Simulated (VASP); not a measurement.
Data:

```xyz
2
Lattice="1.2550 -2.1737 0.0000 1.2550 2.1737 0.0000 0.0000 0.0000 4.0700" Properties=species:S:1:pos:R:3 pbc="T T T"
Co     1.2550     0.7246     1.0175
Co     1.2550    -0.7246     3.0525
```
Starting moments (μB, in the order of the record's atoms Co Co): 1.8 1.8.

The numbers are results of PBE GGA, VASP's PBE PAW potentials (set 64) (plane waves; VASP 6.6.1), not measurements. Settings: 480 eV cut-off, 15×15×8 Γ-centred mesh, first-order Methfessel-Paxton smearing of 0.10 eV, potentials Co.

Energy and stress use the plane-wave basis of the starting cell.

Question: The ions, cell shape and volume are relaxed. Which structure does the run end with?

Answer: 
```xyz
2
Lattice="1.2461 -2.1584 0.0000 1.2461 2.1584 0.0000 0.0000 0.0000 4.0283" Properties=species:S:1:pos:R:3 pbc="T T T"
Co     1.2461     0.7195     1.0071
Co     1.2461    -0.7195     3.0212
```
Space group P6_3/mmc (194), at a tolerance of 0.03 Å. The cell ends with 3.25 μB, on the sites 1.64 1.64 μB.

Question: How do energy and volume change from the first to the last step?

Answer: The energy (σ→0) changes by -4.4 meV/atom and the volume by -2.4 %, in 4 ionic steps.

```json
[
 {"step": "1", "E(σ→0) (eV)": "-14.0646", "max force (eV/Å)": "0.000", "pressure (GPa)": "-4.90", "volume (Å³)": "22.21"},
 {"step": "2", "E(σ→0) (eV)": "-14.0643", "max force (eV/Å)": "0.000", "pressure (GPa)": "5.62", "volume (Å³)": "21.13"},
 {"step": "3", "E(σ→0) (eV)": "-14.0732", "max force (eV/Å)": "0.000", "pressure (GPa)": "0.02", "volume (Å³)": "21.67"},
 {"step": "4", "E(σ→0) (eV)": "-14.0733", "max force (eV/Å)": "0.000", "pressure (GPa)": "0.00", "volume (Å³)": "21.67"}
]
```

The compound is Co in the hcp structure. This run relaxes it. Symmetry was kept, so distortions that lower it aren't found.
